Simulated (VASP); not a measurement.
A convergence study with VASP on AlN (zinc blende): one setting is varied, all else stays as given below, so the limit is that of these other settings. Each run relaxes cell and ions from the cell shown.

```yaml
crystal:
  lattice:
    - [0.00000, 2.19000, 2.19000]
    - [2.19000, 0.00000, 2.19000]
    - [2.19000, 2.19000, 0.00000]
  atoms:
    - { symbol: Al, position: [0.00000, 0.00000, 0.00000] }
    - { symbol: N, position: [0.25000, 0.25000, 0.25000] }
```

Method: PBEsol GGA, VASP's PBE PAW potentials (set 64) (plane waves; VASP). The tightest run used: 700 eV cut-off, 15×15×15 Γ-centred mesh, Gaussian smearing of 0.050 eV, potentials Al N.

Gaps are read on the run's mesh, which can miss a band edge.

```tsv
setting	relaxed volume (Å³/atom)	E (eV/atom)	gap on the mesh (eV)	irreducible k-points
2×2×2 mesh	10.715	-7.0701	2.676	3
4×4×4 mesh	10.481	-7.7889	3.155	8
5×5×5 mesh	10.479	-7.8042	3.760	10
```

Problem. These are the cheaper rows. Estimate the results at 15×15×15 mesh, and how far the last row shown lies from them.

Solution. 
```json
[
 {"quantity": "relaxed volume (Å³/atom)", "tightest run": "10.479", "last row shown is off by": "0.000"},
 {"quantity": "E (eV/atom)", "tightest run": "-7.8083", "last row shown is off by": "0.0041"},
 {"quantity": "gap on the mesh (eV)", "tightest run": "3.252", "last row shown is off by": "0.508"}
]
```

Left out are rungs that failed or repeat a setting and relaxations that didn't move; long series are thinned to 24 rows.

The compound is AlN in the zinc blende structure, a metastable form; wurtzite is the usual one.
